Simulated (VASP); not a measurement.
The system is Tl.

```xyz
2
Lattice="3.4600 0.0000 0.0000 -1.7300 2.9964 0.0000 0.0000 0.0000 5.5325" Properties=species:S:1:pos:R:3 pbc="T T T"
Tl    0.0000    1.9976    4.1494
Tl    1.7300    0.9988    1.3831
```

| Property | Result |
| --- | --- |
| Program | VASP 6.6.1 |
| Task | relaxation of cell and atoms |
| Functional | PBE |
| Potentials or basis | VASP PAW PBE potentials, release 64 (Tl_d) |
| Cutoff | 600 eV |
| k mesh | 6 × 6 × 4 |
| Occupations | gaussian, width 0.05 eV |
| Spin | no spin polarisation |

At the start: pressure 3.0 GPa; volume 28.68 Å³/atom.

Problem. How do energy, volume and symmetry change on relaxing?

Solution. Over 5 steps the energy falls by 28.5 meV/atom and the volume is 31.15 Å³/atom (+8.6 %); space group P6_3/mmc (No. 194, to 0.05 Å).

The path:
```tsv
step	energy change (eV)	largest force (eV/Å)	pressure (GPa)	volume (Å³)
1	0.0000	0.0000	2.97	57.36
2	-0.0555	0.0000	0.20	61.87
3	-0.0564	0.0000	-0.14	62.59
4	-0.0564	0.0000	-0.08	62.48
5	-0.0570	0.0000	-0.01	62.29
```

Final structure:
```xyz
2
Lattice="3.5142 0.0000 0.0000 -1.7571 3.0434 0.0000 0.0000 0.0000 5.8245" Properties=species:S:1:pos:R:3 pbc="T T T"
Tl    0.0000    2.0289    4.3684
Tl    1.7571    1.0145    1.4561
```
